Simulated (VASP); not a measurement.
These are rev-vdW-DF2, VASP's PBE PAW potentials (set 64) (plane waves; VASP) values and carry that method's errors.

A VASP calculation is set up with these files.

### INCAR
```
AGGAC=0.0
ALGO=Normal
EDIFF=1E-6
EDIFFG=-0.01
ENCUT=520
GGA=MK
IBRION=2
ISIF=3
ISMEAR=1
LASPH=.TRUE.
LCHARG=.FALSE.
LMAXMIX=4
LREAL=.FALSE.
LUSE_VDW=.TRUE.
LWAVE=.FALSE.
NELM=100
NSW=60
PARAM1=0.1234568
PARAM2=0.7114
PREC=Accurate
SIGMA=0.1
SYSTEM=CuZn
ZAB_VDW=-1.8867
```

**POSCAR**
```
CuZn
1.0
  2.9500000000   0.0000000000   0.0000000000
  0.0000000000   2.9500000000   0.0000000000
  0.0000000000   0.0000000000   2.9500000000
Zn Cu
1 1
direct
  0.5000000000   0.5000000000   0.5000000000
  0.0000000000   0.0000000000   0.0000000000
```

### KPOINTS
```
Automatic mesh
0
Gamma
11 11 11
0 0 0
```

POTCAR, in this order: Zn Cu (PBE.64 set). Program: vasp_std.

What VASP printed:

OSZICAR:
```
       N       E                     dE             d eps       ncg     rms          rms(c)
DAV:   1     0.118165554543E+03    0.11817E+03   -0.11701E+04  1728   0.254E+03
DAV:   2     0.236777934216E+01   -0.11580E+03   -0.11255E+03  1680   0.326E+02
DAV:   3    -0.816215032169E+00   -0.31840E+01   -0.31763E+01  2023   0.735E+01
DAV:   4    -0.839289948062E+00   -0.23075E-01   -0.23071E-01  1960   0.562E+00
DAV:   5    -0.839578685844E+00   -0.28874E-03   -0.28873E-03  2205   0.664E-01    0.929E+00
DAV:   6    -0.653493772519E+00    0.18608E+00   -0.16532E+01  1818   0.107E+02    0.581E+00
DAV:   7     0.214358343897E+00    0.86785E+00   -0.36526E+00  1798   0.971E+01    0.213E+00
DAV:   8     0.213108964337E+00   -0.12494E-02   -0.17145E-01  2289   0.588E+00    0.120E+00
DAV:   9     0.222238066679E+00    0.91291E-02   -0.18927E-02  2071   0.356E+00    0.532E-02
DAV:  10     0.222222361340E+00   -0.15705E-04   -0.50354E-04  2016   0.319E-01    0.254E-02
DAV:  11     0.222214403827E+00   -0.79575E-05   -0.12054E-05  2415   0.550E-02    0.134E-02
DAV:  12     0.222214924633E+00    0.52081E-06   -0.11117E-06  1254   0.307E-02
   1 F= 0.22221492E+00 E0= 0.22214163E+00  d E =0.222215E+00
       N       E                     dE             d eps       ncg     rms          rms(c)
DAV:   1     0.189375633202E+00   -0.32839E-01   -0.43510E-01  1680   0.160E+01    0.141E+00
DAV:   2     0.209303509622E+00    0.19928E-01   -0.26709E-01  1694   0.137E+01    0.675E-01
DAV:   3     0.220223083169E+00    0.10920E-01   -0.66165E-02  1708   0.826E+00    0.355E-01
DAV:   4     0.221531655241E+00    0.13086E-02   -0.32922E-03  2280   0.160E+00    0.144E-01
DAV:   5     0.221943718592E+00    0.41206E-03   -0.30182E-04  2769   0.320E-01    0.873E-03
DAV:   6     0.221943860783E+00    0.14219E-06   -0.15068E-05  2187   0.633E-02    0.419E-03
DAV:   7     0.221944362894E+00    0.50211E-06   -0.37819E-07  1092   0.133E-02
   2 F= 0.22194436E+00 E0= 0.22185114E+00  d E =-.270562E-03
       N       E                     dE             d eps       ncg     rms          rms(c)
DAV:   1     0.218380215381E+00   -0.35636E-02   -0.47299E-02  1680   0.533E+00    0.458E-01
DAV:   2     0.220586128337E+00    0.22059E-02   -0.27429E-02  1694   0.437E+00    0.215E-01
DAV:   3     0.221671046688E+00    0.10849E-02   -0.69471E-03  1716   0.258E+00    0.120E-01
DAV:   4     0.221825392914E+00    0.15435E-03   -0.35829E-04  2256   0.547E-01    0.478E-02
DAV:   5     0.221871376201E+00    0.45983E-04   -0.35506E-05  2740   0.109E-01    0.308E-03
DAV:   6     0.221871259269E+00   -0.11693E-06   -0.17377E-06  1247   0.269E-02
   3 F= 0.22187126E+00 E0= 0.22178357E+00  d E =-.343665E-03
```

**OUTCAR**
```
------------------------ aborting loop because EDIFF is reached ----------------------------------------
  FORCE on cell =-STRESS in cart. coord.  units (eV):
  Direction    XX          YY          ZZ          XY          YZ          ZX
  --------------------------------------------------------------------------------------
  Total        0.0061733      0.0061733      0.0061733      0.0000000      0.0000000      0.0000000
  in kB        0.3875417      0.3875417      0.3875417      0.0000000      0.0000000      0.0000000
  external PRESSURE =       0.3875417 kB  Pullay stress =       0.0000000 kB
  volume of cell :       25.52
      direct lattice vectors                 reciprocal lattice vectors
     2.944216049  0.000000000 -0.000000000     0.339648987 -0.000000000 -0.000000000
     0.000000000  2.944216049 -0.000000000    -0.000000000  0.339648987 -0.000000000
     0.000000000  0.000000000  2.944216049     0.000000000  0.000000000  0.339648987
 POSITION                                       TOTAL-FORCE (eV/Angst)
 -----------------------------------------------------------------------------------
      1.47211      1.47211      1.47211         0.000000      0.000000      0.000000
      0.00000      0.00000      0.00000        -0.000000     -0.000000      0.000000
 -----------------------------------------------------------------------------------
    total drift:                                0.000000      0.000000     -0.000000
  FREE ENERGIE OF THE ION-ELECTRON SYSTEM (eV)
  ---------------------------------------------------
  free  energy   TOTEN  =         0.2218712593 eV

  energy  without entropy=        0.2216082029  energy(sigma->0) =        0.22178357

 reached required accuracy - stopping structural energy minimisation
```
(Selected blocks of OUTCAR.)

**CONTCAR**
```
CuZn
   1.00000000000000
     2.9442160492348379    0.0000000000000000   -0.0000000000000000
     0.0000000000000000    2.9442160492348379   -0.0000000000000000
     0.0000000000000000    0.0000000000000000    2.9442160492348379
  Zn              Cu
     1     1
Direct
     0.5000000000000000    0.5000000000000000    0.5000000000000000
     0.0000000000000000    0.0000000000000000    0.0000000000000000
```

The compound is CuZn in the CsCl type structure. This run relaxes it. Symmetry was kept, so distortions that lower it aren't found. The electron count is odd and the run is not spin-polarised, which forces a metal.
